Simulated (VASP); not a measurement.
Input of a VASP 6.6.1 run:

File INCAR:

```
SYSTEM = TaRu
ALGO = Normal ; DIPOL = 0.5 0.5 0.500
EDIFF = 1E-6 ; EDIFFG = -0.01
ENCUT = 520 ; GGA = PS
IBRION = 2 ; IDIPOL = 3
ISIF = 2 ; ISMEAR = -1
IVDW = 11 ; LASPH = .TRUE.
LCHARG = .FALSE. ; LDIPOL = .TRUE.
LREAL = .FALSE. ; LWAVE = .FALSE.
NELM = 60 ; NSW = 40
PREC = Accurate ; SIGMA = 0.05
```

File KPOINTS:

```
k-points
0
G
  6 6 1
  0 0 0
```

POSCAR

```
TaRu
1.0
    3.1870000000      0.0000000000      0.0000000000
    0.0000000000      3.1870000000      0.0000000000
    0.0000000000      0.0000000000     26.1545000000
Ta Ru
4 4
Selective dynamics
Direct
    0.5000000000      0.5000000000      0.2867575369  F F F
    0.5000000000      0.5000000000      0.4086103730  F F F
    0.5000000000      0.5000000000      0.5304632090  T T T
    0.5000000000      0.5000000000      0.6523160450  T T T
    0.0000000000      0.0000000000      0.3476839550  F F F
    0.0000000000      0.0000000000      0.4695367910  F F F
    0.0000000000      0.0000000000      0.5913896270  T T T
    0.0000000000      0.0000000000      0.7132424631  T T T
```

Potentials or basis: VASP PAW PBE potentials, release 64 (Ta_pv, Ru_pv).

The run is started by

```sh
$ cat potpaw_PBE.64/Ta_pv/POTCAR potpaw_PBE.64/Ru_pv/POTCAR > POTCAR
$ mpirun -np 1 vasp_std > vasp.out
```

Q: Estimate the band gap on the k mesh.

A: None (metal or under the smearing width).

Q: What does it give for the energy gained by relaxing?

A: 84.9 meV/atom.

Q: What does it give for the dispersion energy per atom?

A: -0.362 eV.

Final structure:
```
Ta Ru
1.0
     3.18700    0.00000    0.00000
     0.00000    3.18700    0.00000
     0.00000    0.00000   26.15450
Ta Ru
4 4
Direct
  0.50000 0.50000 0.28676
  0.50000 0.50000 0.40861
  0.50000 0.50000 0.52604
  0.50000 0.50000 0.64575
  0.00000 0.00000 0.34768
  0.00000 0.00000 0.46954
  0.00000 0.00000 0.58318
  0.00000 0.00000 0.69184
```

 The run has no spin-orbit coupling, so splittings on Ta are missing.
